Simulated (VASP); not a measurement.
Input:

```
CELL_PARAMETERS angstrom
      4.27129     0.00000     0.00000
      0.00000     4.27129     0.00000
      0.00000     0.00000     4.27129
ATOMIC_POSITIONS crystal
  Cu 0.75000 0.25000 0.75000
  Cu 0.25000 0.75000 0.75000
  Cu 0.75000 0.75000 0.25000
  Cu 0.25000 0.25000 0.25000
  O  0.00000 0.00000 0.00000
  O  0.50000 0.50000 0.50000
```

These are optB86b-vdW, VASP's PBE PAW potentials (set 64) (plane waves; VASP) values and carry that method's errors. Run with 520 eV cut-off, Gaussian smearing of 0.050 eV, potentials Cu O.

Give the energies of bands 18 to 31 at the high-symmetry points, in eV from the valence-band maximum.

| band | Γ | X | M | R |
|---|---|---|---|---|
| 18 | -1.88 | -2.01 | -2.16 | -1.92 |
| 19 | -1.88 | -1.99 | -1.89 | -1.92 |
| 20 | -1.73 | -1.99 | -1.89 | -1.72 |
| 21 | -1.73 | -1.84 | -1.89 | -1.72 |
| 22 | -1.73 | -1.84 | -1.89 | -1.72 |
| 23 | -1.55 | -1.66 | -1.46 | -1.60 |
| 24 | -1.55 | -1.66 | -1.46 | -1.60 |
| 25 | -1.55 | -1.17 | -1.18 | -0.97 |
| 26 | 0.00 | -1.17 | -1.18 | -0.56 |
| 27 | 0.00 | -0.39 | -0.65 | -0.56 |
| 28 | 0.00 | -0.39 | -0.65 | -0.56 |
| 29 | 0.57 | 2.29 | 1.97 | 2.53 |
| 30 | 1.32 | 2.29 | 1.97 | 2.53 |
| 31 | 1.32 | 4.28 | 3.88 | 2.53 |

The gap is direct, 0.57 eV, from the valence maximum at Γ to the conduction minimum at Γ.

Measured: gap 2.20 eV (computed value off by -1.63 eV), as given by Wei Chen et al., Physical Review Materials (2018), doi:10.1103/physrevmaterials.2.073803 [zero-point renormalisation of 0.03 eV added back (the table's ZPR column)].

The compound is Cu2O in the cuprite structure. It was relaxed first.
